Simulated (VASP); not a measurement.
Input:

```yaml
crystal:
  lattice:
    - [0.00000, 2.12345, 2.12345]
    - [2.12345, 0.00000, 2.12345]
    - [2.12345, 2.12345, 0.00000]
  atoms:
    - { symbol: Mg, position: [0.00000, 0.00000, 0.00000] }
    - { symbol: O, position: [0.50000, 0.50000, 0.50000] }
```

Computed with PBE GGA, VASP's PBE PAW potentials (set 64) (plane waves; VASP). Numerical set-up: 520 eV cut-off, Gaussian smearing of 0.050 eV, potentials Mg O.

Q: Give the energies of bands 2 to 5 at the high-symmetry points, in eV from the valence-band maximum.

A: 
```tsv
band	Γ	X	U	L	W
2	0.00	-3.98	-3.40	-4.51	-2.88
3	0.00	-1.31	-2.64	-0.63	-2.88
4	0.00	-1.31	-1.11	-0.63	-1.73
5	4.49	9.09	9.97	7.74	11.48
```

The gap is direct, 4.49 eV, from the valence maximum at Γ to the conduction minimum at Γ.

Measured: gap 8.36 eV (computed value off by -3.87 eV), as given by Wei Chen et al., Physical Review Materials (2018), doi:10.1103/physrevmaterials.2.073803 [zero-point renormalisation of 0.53 eV added back (the table's ZPR column)].

The compound is MgO in the rock salt structure. It was relaxed first.
